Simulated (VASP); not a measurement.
These are PBE GGA, VASP's PBE PAW potentials (set 64) (plane waves; VASP) values and carry that method's errors.

VASP ran on this input.

**KPOINTS**
```
Automatic mesh
0
Gamma
7 7 1
0 0 0
```

**INCAR**
```
# general
SYSTEM  = Tb
PREC    = Accurate
ENCUT   = 300
LREAL   = .False.   # projection in real space or not
LASPH   = .True.

# electronic loop
EDIFF   = 1E-6   # SCF stop (eV)
NELM    = 100   # most electronic steps
ALGO    = Normal   # blocked Davidson
LMAXMIX = 6

# smearing
ISMEAR  = -1
SIGMA   = 0.05   # width (eV)

# functional
GGA     = PE   # PBE

# spin
ISPIN   = 2
MAGMOM  = 4*6.0

# ions
ISIF    = 2   # forces and stress, cell fixed

# output
LWAVE   = .False.
LCHARG  = .False.
LORBIT  = 11   # lm-projected

# other
LDIPOL  = .True.
IDIPOL  = 3
DIPOL   = 0.5 0.5 0.5
```

**POSCAR**
```
Tb
1
    3.5791780000     0.0000000000     0.0000000000
   -1.7895890000     3.0996590000     0.0000000000
    0.0000000000     0.0000000000    22.6371000000
Tb
4
Direct
 -0.0029670000   0.0037210000   0.6910460000
 -0.0028240000  -0.0105750000   0.4366080000
  0.3397010000   0.6744060000   0.3091450000
  0.6660900000   0.3324480000   0.5631970000
```

POTCAR, in this order: Tb (PBE.64 set). Program: vasp_std.

What VASP printed:

File OSZICAR:
```
...
DAV:  12    -0.238170917814E+03   -0.12580E+03   -0.53036E+02  9278   0.691E+01    0.246E+02
DAV:  13    -0.165496863413E+03    0.72674E+02   -0.19857E+03 10012   0.124E+02    0.786E+02
DAV:  14    -0.185291765404E+03   -0.19795E+02   -0.18878E+02  9979   0.606E+01    0.500E+02
DAV:  15    -0.172067492616E+03    0.13224E+02   -0.44299E+01 10936   0.199E+01    0.179E+02
DAV:  16    -0.551629287808E+02    0.11690E+03   -0.10607E+02  8664   0.536E+01    0.158E+02
DAV:  17    -0.542166142947E+02    0.94631E+00   -0.16068E+02  9856   0.134E+02    0.779E+02
DAV:  18    -0.566026535970E+02   -0.23860E+01   -0.61861E+01  9606   0.256E+01    0.340E+02
DAV:  19    -0.500937881125E+02    0.65089E+01   -0.12546E+02  8986   0.458E+01    0.158E+02
DAV:  20    -0.423533194720E+02    0.77405E+01   -0.62156E+01  9947   0.524E+01    0.117E+02
DAV:  21    -0.400973792441E+02    0.22559E+01   -0.40325E+01  8682   0.299E+01    0.133E+02
DAV:  22    -0.427845882590E+02   -0.26872E+01   -0.29497E+01  9015   0.397E+01    0.733E+01
DAV:  23    -0.470385606876E+02   -0.42540E+01   -0.11130E+01  9775   0.220E+01    0.105E+02
DAV:  24    -0.423391295520E+02    0.46994E+01   -0.30309E+01  8539   0.263E+01    0.710E+01
DAV:  25    -0.418934381726E+02    0.44569E+00   -0.29496E+00  9796   0.108E+01    0.665E+01
DAV:  26    -0.427905805699E+02   -0.89714E+00   -0.37542E+00  9455   0.147E+01    0.671E+01
DAV:  27    -0.429995370648E+02   -0.20896E+00   -0.21536E+00  9884   0.549E+00    0.722E+01
DAV:  28    -0.437856097958E+02   -0.78607E+00   -0.22273E+00  9238   0.323E+00    0.735E+01
DAV:  29    -0.404578000610E+02    0.33278E+01   -0.59605E+00  8788   0.100E+01    0.687E+01
DAV:  30    -0.397358740235E+02    0.72193E+00   -0.10259E+00  8550   0.578E+00    0.652E+01
DAV:  31    -0.391070906274E+02    0.62878E+00   -0.23972E+00  8172   0.589E+00    0.586E+01
DAV:  32    -0.394339422019E+02   -0.32685E+00   -0.57252E+00  8694   0.138E+01    0.621E+01
DAV:  33    -0.385778837684E+02    0.85606E+00   -0.18317E+00  8498   0.711E+00    0.564E+01
DAV:  34    -0.389114801955E+02   -0.33360E+00   -0.57310E-01  9105   0.572E+00    0.542E+01
DAV:  35    -0.383675081615E+02    0.54397E+00   -0.88094E-01  8897   0.636E+00    0.533E+01
DAV:  36    -0.386928491317E+02   -0.32534E+00   -0.42918E-01  8203   0.335E+00    0.540E+01
DAV:  37    -0.388448584001E+02   -0.15201E+00   -0.23379E-01  8398   0.484E+00    0.550E+01
DAV:  38    -0.386735829795E+02    0.17128E+00   -0.40172E-01  7362   0.484E+00    0.537E+01
DAV:  39    -0.387429418593E+02   -0.69359E-01   -0.27126E-01  7775   0.333E+00    0.533E+01
DAV:  40    -0.387152817234E+02    0.27660E-01   -0.17408E-01  7866   0.397E+00    0.538E+01
DAV:  41    -0.382456008539E+02    0.46968E+00   -0.56106E-01  7170   0.747E+00    0.548E+01
DAV:  42    -0.380009967147E+02    0.24460E+00   -0.81243E-01  7236   0.568E+00    0.547E+01
DAV:  43    -0.379761032513E+02    0.24893E-01   -0.17454E-01  9444   0.200E+00    0.546E+01
DAV:  44    -0.378831409981E+02    0.92962E-01   -0.37930E-02  9555   0.116E+00    0.546E+01
DAV:  45    -0.378434777816E+02    0.39663E-01   -0.12268E-02 10354   0.828E-01    0.545E+01
DAV:  46    -0.376199943325E+02    0.22348E+00   -0.76305E-02  8774   0.243E+00    0.542E+01
DAV:  47    -0.372839772483E+02    0.33602E+00   -0.20448E-01  7423   0.430E+00    0.538E+01
DAV:  48    -0.375224555966E+02   -0.23848E+00   -0.80050E-02  8175   0.285E+00    0.532E+01
DAV:  49    -0.376278004438E+02   -0.10534E+00   -0.49192E-02  9155   0.151E+00    0.522E+01
DAV:  50    -0.377111775457E+02   -0.83377E-01   -0.46480E-02  8168   0.189E+00    0.517E+01
DAV:  51    -0.372356931525E+02    0.47548E+00   -0.24467E+01  7297   0.554E+01    0.988E+01
DAV:  52    -0.395996779094E+02   -0.23640E+01   -0.38622E+00  8974   0.144E+01    0.981E+01
DAV:  53    -0.396239741843E+02   -0.24296E-01   -0.10831E+00  9130   0.587E+00    0.977E+01
DAV:  54    -0.398200053627E+02   -0.19603E+00   -0.48552E-01  8470   0.641E+00    0.953E+01
DAV:  55    -0.387707307361E+02    0.10493E+01   -0.17020E+00  7814   0.105E+01    0.833E+01
DAV:  56    -0.413804802381E+02   -0.26097E+01   -0.69111E+01  8141   0.555E+01    0.865E+01
DAV:  57    -0.399581910333E+02    0.14223E+01   -0.62383E+00  9478   0.262E+01    0.713E+01
DAV:  58    -0.389575062203E+02    0.10007E+01   -0.44743E+00  9852   0.106E+01    0.629E+01
DAV:  59    -0.389862606382E+02   -0.28754E-01   -0.11099E+00  9718   0.889E+00    0.608E+01
DAV:  60    -0.382081657432E+02    0.77809E+00   -0.71008E-01  9241   0.114E+01    0.578E+01
DAV:  61    -0.395763131429E+02   -0.13681E+01   -0.25957E+01  8259   0.511E+01    0.672E+01
DAV:  62    -0.366367103129E+02    0.29396E+01   -0.33507E+01  9388   0.428E+01    0.453E+01
DAV:  63    -0.366158577495E+02    0.20853E-01   -0.63547E+00  9691   0.207E+01    0.414E+01
DAV:  64    -0.368063267392E+02   -0.19047E+00   -0.21128E+00 10048   0.128E+01    0.392E+01
DAV:  65    -0.366711808439E+02    0.13515E+00   -0.55785E-01 10606   0.567E+00    0.399E+01
DAV:  66    -0.470785021797E+02   -0.10407E+02   -0.41119E+01  7468   0.335E+01    0.829E+01
DAV:  67    -0.489703944227E+02   -0.18919E+01   -0.23212E+00  9400   0.148E+01    0.839E+01
DAV:  68    -0.488578458477E+02    0.11255E+00   -0.72447E-01 10016   0.323E+00    0.841E+01
DAV:  69    -0.487309756994E+02    0.12687E+00   -0.45672E-02 10696   0.903E-01    0.842E+01
DAV:  70    -0.488365327445E+02   -0.10556E+00   -0.83172E-03  9893   0.634E-01    0.845E+01
DAV:  71    -0.479048021092E+02    0.93173E+00   -0.78276E-01  8073   0.126E+01    0.822E+01
DAV:  72    -0.437529268920E+02    0.41519E+01   -0.27016E+00  8375   0.163E+01    0.726E+01
DAV:  73    -0.447053509169E+02   -0.95242E+00   -0.35900E-01  9685   0.916E+00    0.722E+01
DAV:  74    -0.430214149810E+02    0.16839E+01   -0.38979E-01  9763   0.816E+00    0.719E+01
DAV:  75    -0.429523583865E+02    0.69057E-01   -0.33321E-01 10560   0.671E+00    0.739E+01
DAV:  76    -0.445059710817E+02   -0.15536E+01   -0.21823E+00  8756   0.139E+01    0.719E+01
DAV:  77    -0.395738631999E+02    0.49321E+01   -0.22836E+00  8884   0.168E+01    0.105E+02
DAV:  78    -0.392932561953E+02    0.28061E+00   -0.32758E-01  9901   0.257E+00    0.115E+02
DAV:  79    -0.391398913052E+02    0.15336E+00   -0.54915E-02  9334   0.216E+00    0.118E+02
DAV:  80    -0.386749834557E+02    0.46491E+00   -0.21765E-02  9775   0.239E+00    0.119E+02
DAV:  81    -0.393629907799E+02   -0.68801E+00   -0.21112E+00  8841   0.169E+01    0.704E+01
DAV:  82    -0.394264293951E+02   -0.63439E-01   -0.14322E+00  8519   0.218E+01    0.705E+01
DAV:  83    -0.369945264218E+02    0.24319E+01   -0.94971E-01  8830   0.112E+01    0.706E+01
DAV:  84    -0.366361742389E+02    0.35835E+00   -0.48902E-01  9980   0.753E+00    0.848E+01
DAV:  85    -0.349223675831E+02    0.17138E+01   -0.22891E-01  9927   0.856E+00    0.956E+01
DAV:  86    -0.407559576386E+02   -0.58336E+01   -0.32034E+00  8288   0.211E+01    0.101E+02
DAV:  87    -0.389083689614E+02    0.18476E+01   -0.89249E-01  9420   0.114E+01    0.995E+01
DAV:  88    -0.378719463260E+02    0.10364E+01   -0.35609E-01 10015   0.671E+00    0.107E+02
DAV:  89    -0.374496764881E+02    0.42227E+00   -0.16340E-01 10456   0.206E+00    0.117E+02
DAV:  90    -0.378976041986E+02   -0.44793E+00   -0.38362E-02 10375   0.218E+00    0.121E+02
DAV:  91    -0.390488961903E+02   -0.11513E+01   -0.39443E+01  9039   0.460E+01    0.499E+01
DAV:  92    -0.387562486480E+02    0.29265E+00   -0.54802E+00  9139   0.196E+01    0.443E+01
DAV:  93    -0.388816362841E+02   -0.12539E+00   -0.26868E+00  9106   0.177E+01    0.458E+01
DAV:  94    -0.382348065876E+02    0.64683E+00   -0.43329E+00  9556   0.119E+01    0.450E+01
DAV:  95    -0.374755627503E+02    0.75924E+00   -0.17652E+00  8871   0.169E+01    0.452E+01
DAV:  96    -0.379320892907E+02   -0.45653E+00   -0.14322E+01  8154   0.347E+01    0.583E+01
DAV:  97    -0.384891911818E+02   -0.55710E+00   -0.57863E+00  9162   0.210E+01    0.499E+01
DAV:  98    -0.367151176050E+02    0.17741E+01   -0.23355E+00  8863   0.149E+01    0.466E+01
DAV:  99    -0.362405388249E+02    0.47458E+00   -0.14968E+00  9449   0.123E+01    0.399E+01
DAV: 100    -0.362741238788E+02   -0.33585E-01   -0.43186E-01  9336   0.917E+00
   1 F= -.36274124E+02 E0= -.36209618E+02  d E =-.129012E+00  mag=    23.4695
```

OUTCAR:
```
------------------------ aborting loop EDIFF was not reached (unconverged)  ----------------------------
  FORCE on cell =-STRESS in cart. coord.  units (eV):
  Direction    XX          YY          ZZ          XY          YZ          ZX
  --------------------------------------------------------------------------------------
  Total      -59.0764453    -62.8175683    -92.4051458      0.5721167      5.2775089      1.3892985
  in kB     -376.8833332   -400.7501538   -589.5066839      3.6498683     33.6683283      8.8631511
  external PRESSURE =    -455.7133903 kB  Pullay stress =       0.0000000 kB
  volume of cell :      251.14
      direct lattice vectors                 reciprocal lattice vectors
     3.579178000  0.000000000  0.000000000     0.279393760  0.161308066  0.000000000
    -1.789589000  3.099659000  0.000000000     0.000000000  0.322616133  0.000000000
     0.000000000  0.000000000 22.637100000     0.000000000  0.000000000  0.044175270
 POSITION                                       TOTAL-FORCE (eV/Angst)
 -----------------------------------------------------------------------------------
      3.56190      0.01153     15.64328         0.035647      0.000383     -0.761429
      1.79841      3.06688      9.88354         0.028422      0.051605      0.073721
      0.00894      2.09043      6.99815        -0.068697     -0.086352     -0.026000
      1.78911      1.03048     12.74915         0.004628      0.034363      0.713708
 -----------------------------------------------------------------------------------
    total drift:                                0.021030     -0.079833      0.374880
  FREE ENERGIE OF THE ION-ELECTRON SYSTEM (eV)
  ---------------------------------------------------
  free  energy   TOTEN  =       -36.2741238788 eV

  energy  without entropy=      -36.1451120063  energy(sigma->0) =      -36.20961794

 total charge

# of ion       s       p       d       f       tot
--------------------------------------------------
    1        2.091   5.580   0.509   8.241  16.421
    2        2.084   5.603   0.570   6.916  15.172
    3        2.087   5.610   0.577   7.806  16.079
    4        2.088   5.598   0.595   8.370  16.651
--------------------------------------------------
tot          8.349  22.392   2.250  31.332  64.324

 magnetization (x)

# of ion       s       p       d       f       tot
--------------------------------------------------
    1        0.005  -0.034   0.143   5.544   5.657
    2        0.000  -0.014   0.162   6.812   6.960
    3        0.008   0.000   0.260   5.864   6.132
    4        0.000  -0.024   0.133   5.417   5.526
--------------------------------------------------
tot          0.013  -0.071   0.697  23.637  24.275
```
(Selected blocks of OUTCAR.)

stdout:
```
...
DAV:  99    -0.362405388249E+02    0.47458E+00   -0.14968E+00  9449   0.123E+01    0.399E+01
DAV: 100    -0.362741238788E+02   -0.33585E-01   -0.43186E-01  9336   0.917E+00

 -----------------------------------------------------------------------------
|                                                                             |
|           W    W    AA    RRRRR   N    N  II  N    N   GGGG   !!!           |
|           W    W   A  A   R    R  NN   N  II  NN   N  G    G  !!!           |
|           W    W  A    A  R    R  N N  N  II  N N  N  G       !!!           |
|           W WW W  AAAAAA  RRRRR   N  N N  II  N  N N  G  GGG   !            |
|           WW  WW  A    A  R   R   N   NN  II  N   NN  G    G                |
|           W    W  A    A  R    R  N    N  II  N    N   GGGG   !!!           |
|                                                                             |
|     The minimum charge density times volume of the cell along the axis      |
|     of the dipole correction is larger 1E-1, which could mean that your     |
|     workfunction is not accurate as there is no field free region in        |
|     your cell. Please consider either increasing the size of your cell      |
|     along the dipole correction (vacuum dimension) or perhaps               |
|     increasing the precision of your calculation.                           |
|                                                                             |
 -----------------------------------------------------------------------------

 -----------------------------------------------------------------------------
|                                                                             |
|           W    W    AA    RRRRR   N    N  II  N    N   GGGG   !!!           |
|           W    W   A  A   R    R  NN   N  II  NN   N  G    G  !!!           |
|           W    W  A    A  R    R  N N  N  II  N N  N  G       !!!           |
|           W WW W  AAAAAA  RRRRR   N  N N  II  N  N N  G  GGG   !            |
|           WW  WW  A    A  R   R   N   NN  II  N   NN  G    G                |
|           W    W  A    A  R    R  N    N  II  N    N   GGGG   !!!           |
|                                                                             |
|     The electronic self-consistency was not achieved in the given           |
|     number of steps (NELM). The forces and other quantities evaluated       |
|     might not be reliable so examine the results carefully. If you find     |
|     spurious results, we suggest increasing NELM, if you were close to      |
|     convergence or switching to a different ALGO or adjusting the           |
|     density mixing parameters otherwise.                                    |
|                                                                             |
 -----------------------------------------------------------------------------

   1 F= -.36274124E+02 E0= -.36209618E+02  d E =-.129012E+00  mag=    23.4695
```

The run did not converge; its last values are not results.

At this cut-off the stress carries a Pulay error, which pulls relaxed volumes low. The cell holds a wide vacuum, so values per volume refer to the whole cell.

The cell is a sheet with vacuum, built from a generated structure.
